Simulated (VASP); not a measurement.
Method: MS2 meta-GGA, VASP's PBE PAW potentials (set 64) (plane waves; VASP 6.6.1).

A VASP calculation is set up with these files.

POSCAR:
```
C
1
    1.2276005447    -2.1262660245     0.0000000000
    1.2276005447     2.1262660245     0.0000000000
    0.0000000000     0.0000000000     7.1178359855
C
4
Direct
  0.0000000000   0.0000000000   0.2500000000
  0.0000000000   0.0000000000   0.7500000000
  0.3333330000   0.6666670000   0.2500000000
  0.6666670000   0.3333330000   0.7500000000
```

### INCAR
```
SYSTEM = C
PREC = Accurate
ENCUT = 520
EDIFF = 1E-6
NELM = 100
ALGO = Normal
LREAL = .FALSE.
LASPH = .TRUE.
ISMEAR = 0
SIGMA = 0.05
METAGGA = MS2
LMIXTAU = .TRUE.
LWAVE = .FALSE.
LCHARG = .FALSE.
IBRION = 2
ISIF = 3
NSW = 60
EDIFFG = -0.02
```

**KPOINTS**
```
Automatic mesh
0
Gamma
9 9 3
0 0 0
```

POTCAR, in this order: C (PBE.64 set). Program: vasp_std.

**Question.** Estimate the energy per atom (σ→0), band gap (on the k-mesh).

**Answer.** 
```yaml
energy per atom (σ→0): -11.025 eV/atom
band gap (on the k-mesh): none (metal, semimetal or under 0.01 eV)
```

### OSZICAR
```
...
DAV:  20    -0.441024483469E+02    0.42997E-05   -0.46156E-06   712   0.273E-02    0.123E-02
DAV:  21    -0.441024477412E+02    0.60567E-06   -0.43737E-05   628   0.673E-02    0.247E-03
DAV:  22    -0.441024227972E+02    0.24944E-04   -0.22377E-06   656   0.162E-02    0.212E-03
DAV:  23    -0.441024385030E+02   -0.15706E-04   -0.24328E-07   420   0.746E-03    0.112E-03
DAV:  24    -0.441024287989E+02    0.97042E-05   -0.76786E-08   420   0.375E-03    0.168E-04
DAV:  25    -0.441024312763E+02   -0.24775E-05   -0.22084E-08   384   0.143E-03    0.214E-04
DAV:  26    -0.441024313592E+02   -0.82844E-07   -0.53869E-09   372   0.959E-04
   1 F= -.44102431E+02 E0= -.44101746E+02  d E =-.441024E+02
```

The compound is C in the graphite structure. It was relaxed first, which changed the volume by +6 %. The k-mesh is coarse (spacing up to 0.33 per Å, 2π included), so the numbers may not be converged in it. The start is the result of an earlier pass.
